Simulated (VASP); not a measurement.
Output of a VASP run:

### OSZICAR
```
       N       E                     dE             d eps       ncg     rms          rms(c)
DAV:   1    -0.104247742958E+02   -0.10425E+02   -0.61488E-01   634   0.171E+01    0.214E+00
DAV:   2    -0.104237663901E+02    0.10079E-02   -0.45083E-02   618   0.383E+00    0.143E+00
DAV:   3    -0.104224010874E+02    0.13653E-02   -0.43333E-03   550   0.128E+00    0.836E-01
DAV:   4    -0.104220441383E+02    0.35695E-03   -0.57490E-04   511   0.296E-01    0.463E-01
DAV:   5    -0.104219297443E+02    0.11439E-03   -0.90180E-05   461   0.908E-02    0.265E-01
DAV:   6    -0.104218962441E+02    0.33500E-04   -0.22014E-05   506   0.429E-02    0.150E-01
DAV:   7    -0.104218848290E+02    0.11415E-04   -0.44734E-06   456   0.203E-02    0.842E-02
DAV:   8    -0.104218807294E+02    0.40996E-05   -0.13218E-06   390   0.103E-02    0.466E-02
DAV:   9    -0.104218794363E+02    0.12931E-05   -0.47658E-07   241   0.553E-03    0.260E-02
DAV:  10    -0.104218791071E+02    0.32917E-06   -0.25930E-07   218   0.419E-03
   1 F= -.10421879E+02 E0= -.10421879E+02  d E =-.934167E-11
```

File OUTCAR:
```
------------------------ aborting loop because EDIFF is reached ----------------------------------------
  FORCE on cell =-STRESS in cart. coord.  units (eV):
  Direction    XX          YY          ZZ          XY          YZ          ZX
  --------------------------------------------------------------------------------------
  Total        0.6659841      0.6659841      0.6659841      0.0000000      0.0000000     -0.0000000
  in kB       24.6981399     24.6981399     24.6981399      0.0000000      0.0000000     -0.0000000
  external PRESSURE =      24.6981399 kB  Pullay stress =       0.0000000 kB
  volume of cell :       43.20
      direct lattice vectors                 reciprocal lattice vectors
     0.000000000  2.785009770  2.785009770    -0.179532584  0.179532584  0.179532584
     2.785009770  0.000000000  2.785009770     0.179532584 -0.179532584  0.179532584
     2.785009770  2.785009770  0.000000000     0.179532584  0.179532584 -0.179532584
  FREE ENERGIE OF THE ION-ELECTRON SYSTEM (eV)
  ---------------------------------------------------
  free  energy   TOTEN  =       -10.4218791071 eV

  energy  without entropy=      -10.4218791071  energy(sigma->0) =      -10.42187911

  exchange ACFDT corr.  =         0.00000000  see jH, gK, PRB 81, 115126
```
(Selected blocks of OUTCAR.)

**POSCAR**
```
GaAs
1
    0.0000000000     2.7850097698     2.7850097698
    2.7850097698     0.0000000000     2.7850097698
    2.7850097698     2.7850097698     0.0000000000
Ga As
1 1
Direct
  0.0000000000   0.0000000000   0.0000000000
  0.2500000000   0.2500000000   0.2500000000
```

Question: Reconstruct the remaining input files.

Answer: One answer among several that fit: the input of the run itself, HSEsol screened hybrid, plane waves, VASP's PBE PAW potentials (set 64).

File KPOINTS:
```
Automatic
0
Gamma
  6 6 6
0 0 0
```

**INCAR**
```
SYSTEM  =  GaAs
PREC  =  Accurate; ENCUT  =  520; LREAL  =  .FALSE.
LASPH  =  .TRUE.; ISYM  =  3
EDIFF  =  1E-6; NELM  =  60; ALGO  =  Normal
LMAXMIX  =  4
ISMEAR  =  0; SIGMA  =  0.05
GGA  =  PS; LHFCALC  =  .TRUE.; AEXX  =  0.25
HFSCREEN  =  0.2; PRECFOCK  =  Fast
ISIF  =  2
LWAVE  =  .FALSE.; LCHARG  =  .FALSE.
```

POTCAR, in this order: Ga_d As (PBE.64 set). Program: vasp_std. Read from the step before: WAVECAR.

The compound is GaAs in the zinc blende structure. This cell is one point of a volume scan, at 0.91 of the reference volume. The cell's shape comes from a PBE relaxation.
